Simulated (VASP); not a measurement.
Given:

```
CELL_PARAMETERS angstrom
      3.14921     0.00000     0.00000
      0.00000     3.14921     0.00000
      0.00000     0.00000     3.14921
ATOMIC_POSITIONS crystal
  Zn 0.50000 0.50000 0.50000
  Au 0.00000 0.00000 0.00000
```

Level of theory: MS2 meta-GGA, VASP's PBE PAW potentials (set 64) (plane waves; VASP). Run with 520 eV cut-off, 12×12×12 Γ-centred mesh, first-order Methfessel-Paxton smearing of 0.10 eV, potentials Zn Au.

**Question.** Give the stress tensor in GPa (positive for a compressed cell).

**Answer.** 
```
-4.66   0.00   0.00
 0.00  -4.66   0.00
 0.00   0.00  -4.66
```
The pressure is its mean diagonal, -4.66 GPa.

The compound is AuZn in the CsCl type structure. This cell is one point of a volume scan, at 1.03 of the reference volume. The electron count is odd and the run is not spin-polarised, which forces a metal.
